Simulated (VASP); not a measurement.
An input for Quantum ESPRESSO's pw.x (written as the equivalent of a VASP run, and not itself run):

```
&CONTROL
  calculation = 'vc-relax'
  pseudo_dir = './pseudo'
  outdir = './out'
  tprnfor = .true.
  tstress = .true.
  nstep = 30
  forc_conv_thr = 0.00039
/
&SYSTEM
  ibrav = 0
  nat = 2
  ntyp = 1
  ecutwfc = 84
  occupations = 'smearing'
  smearing = 'methfessel-paxton'
  degauss = 0.00735
  input_dft = 'vdw-df2'
/
&ELECTRONS
  conv_thr = 7.3e-09
  electron_maxstep = 100
/
&IONS
/
&CELL
  cell_dofree = 'shape'
/
ATOMIC_SPECIES
  Ti 47.867 Ti.upf
CELL_PARAMETERS angstrom
     1.4833522   -2.5692414    0.0000000
     1.4833522    2.5692414    0.0000000
     0.0000000    0.0000000    4.7098092
ATOMIC_POSITIONS crystal
  Ti   0.3333330  0.6666670  0.2500000
  Ti   0.6666670  0.3333330  0.7500000
K_POINTS automatic
  14 14 8 0 0 0
```

Problem. Translate this input to VASP (INCAR, KPOINTS, POSCAR, choice of POTCAR).

Solution. Several could match; the one computed here: 
### KPOINTS
```
Automatic
0
gamma
  14 14 8
```

File POSCAR:
```
Ti
1.0
  1.4833521735  -2.5692413898   0.0000000000
  1.4833521735   2.5692413898   0.0000000000
  0.0000000000   0.0000000000   4.7098092194
Ti
2
Direct
  0.3333330000   0.6666670000   0.2500000000
  0.6666670000   0.3333330000   0.7500000000
```

### INCAR
```
! general
SYSTEM   = Ti
PREC     = Accurate
ENCUT    = 520
LREAL    = .FALSE.   ! projection in real space or not
LASPH    = .TRUE.   ! aspherical one-centre terms

! electronic loop
EDIFF    = 1E-7
NELM     = 100
ALGO     = Normal   ! blocked Davidson
LMAXMIX  = 4

! smearing
ISMEAR   = 1
SIGMA    = 0.1   ! width (eV)

! functional
GGA      = ML
LUSE_VDW = .TRUE.
AGGAC    = 0.0
ZAB_VDW  = -1.8867

! ions
IBRION   = 2   ! conjugate gradients
NSW      = 30   ! most ionic steps
ISIF     = 4   ! ions and shape, fixed volume
EDIFFG   = -0.01   ! ionic stop

! output
LWAVE    = .FALSE.
LCHARG   = .FALSE.
```

POTCAR, in this order: Ti_sv (PBE.64 set). Program: vasp_std.

What does not carry over: the potentials are each code's own (VASP's PAW set, PseudoDojo norm-conserving files in pw.x), so ENCUT and ecutwfc are chosen apart and not converted; conv_thr bounds pw.x's estimated SCF error, while EDIFF bounds the energy change between steps; forc_conv_thr acts on force components and is met together with etot_conv_thr.

The compound is Ti in the hcp structure. This run relaxes it. Symmetry was kept, so distortions that lower it aren't found.
